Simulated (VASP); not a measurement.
The system is Zn2Ga2O3.

```
Zn Ga O
1.0
     5.90810   -0.00382   -0.03497
    -1.47868    2.59510   -0.01369
    -0.08082   -0.11972   13.36468
Zn Ga O
4 4 6
Direct
  0.19850 0.67539 0.40718
  0.68682 0.70312 0.41344
  0.35032 0.35420 0.57603
  0.84443 0.41116 0.59168
  0.20613 0.72164 0.09637
  0.65976 0.69171 0.10906
  0.36370 0.44804 0.89475
  0.81054 0.27215 0.89536
  0.36414 0.38377 0.16358
  0.87801 0.35445 0.16189
  0.18145 0.69588 0.83732
  0.67736 0.66827 0.83871
  0.98492 0.00888 0.99215
  0.50758 0.03185 0.99994
```

The cell was built by a generator and needn't be a form met in nature.

```yaml
Program: VASP 6.6.1
Task: relaxation of cell and atoms
Functional: PBE
Potentials_or_basis: VASP PAW PBE potentials, release 64 (Zn, Ga_d, O)
Cutoff: 520 eV
k_mesh: 9 × 9 × 2
Occupations: gaussian, width 0.15 eV
Spin: no spin polarisation
```

At the start: pressure 5.6 GPa; volume 14.63 Å³/atom.

Question: How do energy, volume and symmetry change on relaxing?

Answer: Over 39 steps the energy falls by 156.7 meV/atom and the volume is 15.12 Å³/atom (+3.3 %); space group P1 (No. 1, to 0.05 Å).

The path:
| step | energy change (eV) | largest force (eV/Å) | pressure (GPa) | volume (Å³) |
| --- | --- | --- | --- | --- |
| 1 | 0.0000 | 6.8252 | 5.59 | 204.81 |
| 2 | -0.6555 | 3.9773 | -3.78 | 220.29 |
| 3 | -1.7137 | 1.5489 | -1.77 | 212.53 |
| 4 | -2.0287 | 0.7580 | -0.08 | 209.37 |
| 5 | -2.0297 | 0.6539 | -0.27 | 209.55 |
| 6 | -2.0914 | 0.4686 | 0.19 | 208.62 |
| 7 | -2.0918 | 0.5226 | 0.22 | 208.54 |
| 8 | -2.1276 | 0.3887 | 0.09 | 208.67 |
| 9 | -2.1331 | 0.4270 | 0.03 | 208.74 |
| 10 | -2.1544 | 0.1357 | -0.05 | 208.90 |
| 11 | -2.1573 | 0.1534 | -0.02 | 208.96 |
| 12 | -2.1578 | 0.1707 | -0.03 | 208.99 |
| 13 | -2.1638 | 0.1453 | 0.07 | 208.95 |
| 14 | -2.1642 | 0.2077 | 0.10 | 208.94 |
| 15 | -2.1693 | 0.0942 | 0.04 | 209.19 |
| 16 | -2.1698 | 0.1226 | 0.00 | 209.26 |
| 17 | -2.1696 | 0.1872 | 0.00 | 209.40 |
| 18 | -2.1700 | 0.1447 | 0.00 | 209.30 |
| 19 | -2.1741 | 0.0965 | -0.02 | 209.49 |
| 20 | -2.1749 | 0.1069 | 0.02 | 209.58 |
| 21 | -2.1750 | 0.1498 | -0.01 | 209.76 |
| 22 | -2.1753 | 0.1110 | -0.03 | 209.65 |
| 23 | -2.1789 | 0.1139 | 0.11 | 209.73 |
| 24 | -2.1790 | 0.1214 | 0.14 | 209.74 |
| 25 | -2.1832 | 0.1003 | 0.00 | 210.32 |
| 26 | -2.1842 | 0.1336 | -0.14 | 210.62 |
| 27 | -2.1880 | 0.0921 | 0.03 | 210.72 |
| 28 | -2.1886 | 0.0966 | 0.06 | 210.75 |
| 29 | -2.1888 | 0.1890 | 0.17 | 210.82 |
| 30 | -2.1888 | 0.1242 | 0.06 | 210.78 |
| 31 | -2.1889 | 0.1706 | 0.14 | 210.80 |
| 32 | -2.1909 | 0.1245 | 0.08 | 211.10 |
| 33 | -2.1916 | 0.1178 | 0.08 | 211.24 |
| 34 | -2.1921 | 0.1244 | 0.07 | 211.51 |
| 35 | -2.1931 | 0.0435 | -0.04 | 211.66 |
| 36 | -2.1931 | 0.0448 | -0.02 | 211.66 |
| 37 | -2.1936 | 0.0327 | -0.01 | 211.64 |
| 38 | -2.1938 | 0.0545 | 0.03 | 211.61 |
| 39 | -2.1942 | 0.0288 | 0.01 | 211.64 |

Final structure:
```
CELL_PARAMETERS angstrom
6.03463 0.06711 -0.10274
-1.47936 2.54625 -0.02414
-0.23377 -0.26108 13.69376
ATOMIC_POSITIONS crystal
Zn 0.18107 0.66958 0.41385
Zn 0.68488 0.71606 0.41354
Zn 0.35712 0.35590 0.58065
Zn 0.85566 0.39923 0.58050
Ga 0.18955 0.68995 0.10463
Ga 0.68894 0.71729 0.10259
Ga 0.35847 0.37715 0.89364
Ga 0.85872 0.36248 0.89368
O 0.36587 0.37337 0.16105
O 0.86463 0.39916 0.16050
O 0.17688 0.69175 0.83668
O 0.67640 0.67251 0.83678
O 0.97734 0.02291 0.99931
O 0.47815 0.97314 0.00006
```
